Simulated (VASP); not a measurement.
Crystal: TiN.

```
Ti N
1.0
     0.00000    2.12000    2.12000
     2.12000    0.00000    2.12000
     2.12000    2.12000    0.00000
Ti N
1 1
Cartesian
  0.0000 0.0000 0.0000
  2.1200 2.1200 2.1200
```

The cell was built by a generator and isn't the measured one.

Program: VASP 6.6.1. Alike in all runs: task optical spectrum; potentials or basis VASP PAW PBE potentials, release 64 (Ti_sv, N); no spin polarisation; cell as given; cutoff (eV) 520; smearing fermi-dirac 0.05 eV. Hardware: 1 thread of Intel(R) Xeon(R) Platinum 8488C (Sapphire Rapids), with other jobs on the host.

Q: Order these runs on this cell by their wall time, lowest first.
A. level PBE; k mesh 12 × 12 × 12
B. level PBE; k mesh 28 × 28 × 28
C. level PBEsol; k mesh 20 × 20 × 20

A: A (38 s), C (88 s), B (210 s).

Caveats: independent-particle spectra lack excitons; the intraband (Drude) part of a metal's response may be missing; spectra need much finer meshes, so this one isn't converged (some runs).
